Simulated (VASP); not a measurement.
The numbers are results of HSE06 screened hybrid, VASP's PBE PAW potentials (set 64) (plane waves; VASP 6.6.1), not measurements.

A VASP calculation is set up with these files.

### INCAR
```
SYSTEM = Si
PREC = Accurate
ENCUT = 300
EDIFF = 1E-6
NELM = 100
ALGO = Normal
LREAL = .FALSE.
LASPH = .TRUE.
ISMEAR = 0
SIGMA = 0.01
GGA = PE
HFSCREEN = 0.2
AEXX = 0.25
LHFCALC = .TRUE.
PRECFOCK = Fast
ISYM = 3
LWAVE = .FALSE.
LCHARG = .FALSE.
ISIF = 2
```

File POSCAR:
```
Si
2.7515180
  0.0000000000   1.0000000000   1.0000000000
  1.0000000000   0.0000000000   1.0000000000
  1.0000000000   1.0000000000   0.0000000000
Si
2
Direct
  0.2500000000   0.2500000000   0.2500000000
  0.0000000000   0.0000000000   0.0000000000
```

File KPOINTS:
```
Automatic mesh
0
G
 3 3 3
0.5 0.5 0.5
```

POTCAR, in this order: Si (PBE.64 set). Program: vasp_std.

Output of the run:

OSZICAR:
```
       N       E                     dE             d eps       ncg     rms          rms(c)
DAV:   1    -0.254141983157E+03   -0.25414E+03   -0.24848E+03    96   0.499E+02
DAV:   2    -0.267244317329E+03   -0.13102E+02   -0.13102E+02   144   0.691E+01
DAV:   3    -0.267404133393E+03   -0.15982E+00   -0.15982E+00   104   0.961E+00
DAV:   4    -0.267405135797E+03   -0.10024E-02   -0.10026E-02   160   0.903E-01
DAV:   5    -0.128893203238E+02    0.25452E+03   -0.21159E+00   120   0.952E+00    0.747E+00
DAV:   6    -0.126551991679E+02    0.23412E+00   -0.16932E-01   128   0.237E+00    0.489E+00
DAV:   7    -0.125783304573E+02    0.76869E-01   -0.75263E-02   104   0.152E+00    0.291E+00
DAV:   8    -0.125579527221E+02    0.20378E-01   -0.26648E-02   120   0.929E-01    0.165E+00
DAV:   9    -0.125528146282E+02    0.51381E-02   -0.72522E-03    96   0.506E-01    0.936E-01
DAV:  10    -0.125515624300E+02    0.12522E-02   -0.19611E-03   120   0.280E-01    0.510E-01
DAV:  11    -0.125512967883E+02    0.26564E-03   -0.51662E-04   120   0.147E-01    0.279E-01
DAV:  12    -0.125512672641E+02    0.29524E-04   -0.14803E-04   120   0.821E-02    0.150E-01
DAV:  13    -0.125512844796E+02   -0.17215E-04   -0.49018E-05   120   0.499E-02    0.810E-02
DAV:  14    -0.125513025331E+02   -0.18054E-04   -0.18663E-05   128   0.319E-02    0.432E-02
DAV:  15    -0.125513144698E+02   -0.11937E-04   -0.75526E-06   128   0.209E-02    0.236E-02
DAV:  16    -0.125513213251E+02   -0.68553E-05   -0.32321E-06   136   0.138E-02    0.135E-02
DAV:  17    -0.125513249417E+02   -0.36166E-05   -0.14324E-06   120   0.933E-03    0.819E-03
DAV:  18    -0.125513267634E+02   -0.18217E-05   -0.65870E-07   112   0.636E-03    0.523E-03
DAV:  19    -0.125513276798E+02   -0.91644E-06   -0.30107E-07    80   0.433E-03
   1 F= -.12551328E+02 E0= -.12551328E+02  d E =-.173318E-35
```

OUTCAR:
```
------------------------ aborting loop because EDIFF is reached ----------------------------------------
  FORCE on cell =-STRESS in cart. coord.  units (eV):
  Direction    XX          YY          ZZ          XY          YZ          ZX
  --------------------------------------------------------------------------------------
  Total       -0.9230099     -0.9230099     -0.9230099      0.0000000      0.0000000      0.0000000
  in kB      -35.4952204    -35.4952204    -35.4952204      0.0000000      0.0000000      0.0000000
  external PRESSURE =     -35.4952204 kB  Pullay stress =       0.0000000 kB
  volume of cell :       41.66
      direct lattice vectors                 reciprocal lattice vectors
     0.000000000  2.751518000  2.751518000    -0.181717874  0.181717874  0.181717874
     2.751518000  0.000000000  2.751518000     0.181717874 -0.181717874  0.181717874
     2.751518000  2.751518000  0.000000000     0.181717874  0.181717874 -0.181717874
 POSITION                                       TOTAL-FORCE (eV/Angst)
 -----------------------------------------------------------------------------------
      1.37576      1.37576      1.37576         0.000000      0.000000      0.000000
      0.00000      0.00000      0.00000        -0.000000     -0.000000     -0.000000
 -----------------------------------------------------------------------------------
    total drift:                                0.000000      0.000000      0.000000
  FREE ENERGIE OF THE ION-ELECTRON SYSTEM (eV)
  ---------------------------------------------------
  free  energy   TOTEN  =       -12.5513276798 eV

  energy  without entropy=      -12.5513276798  energy(sigma->0) =      -12.55132768

  exchange ACFDT corr.  =         0.00000000  see jH, gK, PRB 81, 115126
```
(Selected blocks of OUTCAR.)

The structure comes from a computed database's Si entry; how it stands against other phases isn't given here. The cell was not relaxed at this level. The k-mesh is coarse (spacing up to 0.66 per Å, 2π included), so the numbers may not be converged in it. The run is one of a series of settings (KPOINTS 3×3×3 Γ-centred mesh shifted by (0.5, 0.5, 0.5) against the base run), some of them coarse on purpose.
